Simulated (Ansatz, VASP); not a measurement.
## Two plane-wave programs on NbTe

```
CELL_PARAMETERS angstrom
3.43077 0.00000 0.00000
-1.71539 2.97114 0.00000
0.00000 0.00000 9.42556
ATOMIC_POSITIONS crystal
Nb 0.33333 0.66667 0.04195
Nb 0.66667 0.33333 0.54195
Te 0.33333 0.66667 0.34015
Te 0.66667 0.33333 0.84015
```

Alike in both runs: functional PBE; k mesh 6 × 6 × 4; occupations gaussian, width 0.1 eV; no spin polarisation.

Ansatz relaxed the structure, and its values are those at the end. VASP's run is a single point on that final structure, the one shown.

|  | VASP | Ansatz |
| --- | --- | --- |
| version | VASP 6.6.1 | Ansatz 0.2.0 |
| potentials or method | VASP PAW PBE potentials, release 64 (Nb_sv, Te) | scalar-relativistic, plane waves, PAW |
| plane-wave cutoff (eV) | 520 | 420 |
| valence electrons in the cell | 38 | 58 |

|  | VASP | Ansatz | Ansatz less VASP |
| --- | --- | --- | --- |
| gap on the k mesh at the Fermi level (eV) | none | none | - |
| pressure (GPa) | -0.2 | 0.0 | +0.19 |
| rms of the force components (eV/Å) | 0.005 | 0.002 | -0.0038 |

A gap of «none» marks a metal or a gap that the smearing closes. The two sets of potentials don't hold the same shells in valence.

Spin-orbit coupling is left out, which matters for the levels of Te.
